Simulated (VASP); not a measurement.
```
BN
1.0
    1.27500    -2.20837     0.00000
    1.27500     2.20837     0.00000
    0.00000     0.00000     4.22000
B N
2 2
Direct
  0.66667   0.33333   0.50000
  0.33333   0.66667   0.00000
  0.66667   0.33333   0.87500
  0.33333   0.66667   0.37500
```

Calculation: PBE GGA, VASP's PBE PAW potentials (set 64) (plane waves; VASP). Numerical set-up: 520 eV cut-off, KSPACING 0.2 per Å, Gaussian smearing of 0.050 eV, potentials B N.

Q: Predict the energy per atom (σ→0), pressure.

A: 
```yaml
energy per atom (σ→0): -8.708 eV/atom
pressure: 1.99 GPa
```

Total energies compare only between runs with the same potentials, cut-off and functional.

The compound is BN in the wurtzite structure, a metastable high-pressure form. The cell was not relaxed at this level. The run is one of a series of settings (KGAMMA = .FALSE., KSPACING = 0.2, KPOINTS file removed against the base run), some of them coarse on purpose.
